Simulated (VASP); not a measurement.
Given:

```yaml
crystal:
  lattice:
    - [0.00000, 2.43891, 2.43891]
    - [2.43891, 0.00000, 2.43891]
    - [2.43891, 2.43891, 0.00000]
  atoms:
    - { symbol: Be, position: [0.00000, 0.00000, 0.00000] }
    - { symbol: S, position: [0.25000, 0.25000, 0.25000] }
```

The numbers are results of modified Becke-Johnson potential (mBJ), VASP's PBE PAW potentials (set 64) (plane waves; VASP), not measurements. Settings: 520 eV cut-off, 8×8×8 Γ-centred mesh, Gaussian smearing of 0.050 eV, potentials Be S.

mBJ is a potential without an energy functional, so only the levels count.

**Question.** Give the energies of bands 2 to 7 at the high-symmetry points, in eV from the valence-band maximum.

**Answer.** 
```csv
band,Γ,X,U,L,W
2,0.00,-4.66,-4.23,-5.30,-3.98
3,0.00,-2.37,-3.64,-0.92,-3.45
4,0.00,-2.37,-1.96,-0.92,-2.92
5,6.86,4.39,5.53,6.52,7.44
6,6.86,5.93,8.49,7.71,9.12
7,6.86,14.30,11.84,7.71,9.75
```

The gap is indirect, 4.39 eV, from the valence maximum at Γ to the conduction minimum at X.

The compound is BeS in the zinc blende structure. It was relaxed first. The cell's shape comes from a PBE relaxation.
